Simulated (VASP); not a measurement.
Input:

```xyz
2
Lattice="0.0000 2.7629 2.7629 2.7629 0.0000 2.7629 2.7629 2.7629 0.0000" Properties=species:S:1:pos:R:3 pbc="T T T"
Ga     0.0000     0.0000     0.0000
P      1.3814     1.3814     1.3814
```

These are optB86b-vdW, VASP's PBE PAW potentials (set 64) (plane waves; VASP) values and carry that method's errors. Run with 520 eV cut-off, 8×8×8 Γ-centred mesh, Gaussian smearing of 0.050 eV, potentials Ga_d P.

### Question
Give the stress tensor in GPa (positive for a compressed cell).

### Answer

```
-2.23   0.00   0.00
 0.00  -2.23   0.00
 0.00   0.00  -2.23
```
The pressure is its mean diagonal, -2.23 GPa.

The compound is GaP in the zinc blende structure. This cell is one point of a volume scan, at 1.03 of the reference volume.
